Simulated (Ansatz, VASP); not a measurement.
One calculation of ScNb2O3, two programs

```
Sc Nb O
1.0
     2.98123    0.00000    0.00000
     0.00000    2.98123    0.00000
     0.00000    0.00000    9.04054
Sc Nb O
1 2 3
Direct
  0.00000 0.00000 0.00000
  0.00000 0.50000 0.65530
  0.50000 0.00000 0.34470
  0.00000 0.50000 0.40846
  0.50000 0.00000 0.59154
  0.50000 0.50000 0.00000
```

Change from the starting cell: species swapped into the Ti2CuSb3 type (P-4m2, No. 115).

Alike in both runs: functional PBE; k mesh 6 × 6 × 4; occupations gaussian, width 0.1 eV; no spin polarisation.

Ansatz relaxed the structure, and its values are those at the end. VASP's run is a single point on that final structure, the one shown.

|  | VASP | Ansatz |
| --- | --- | --- |
| version | VASP 6.6.1 | Ansatz 0.2.0 |
| potentials or method | VASP PAW PBE potentials, release 64 (Sc_sv, Nb_sv, O) | scalar-relativistic, plane waves, PAW |
| plane-wave cutoff (eV) | 520 | 420 |
| valence electrons in the cell | 55 | 55 |

Ansatz gave:

| Quantity | Value |
| --- | --- |
| gap on the k mesh at the Fermi level (eV) | none |
| pressure (GPa) | 0.0 |

Q: What did VASP give for the same quantities?

A: gap on the k mesh at the Fermi level (eV): none; pressure (GPa): 0.1.

A gap of «none» marks a metal or a gap that the smearing closes. With one functional, cell and mesh, what is left measures potentials, basis and numerics.

Caveats: an odd number of electrons without spin polarisation forces a metal; a magnetic or distorted state may lie lower.
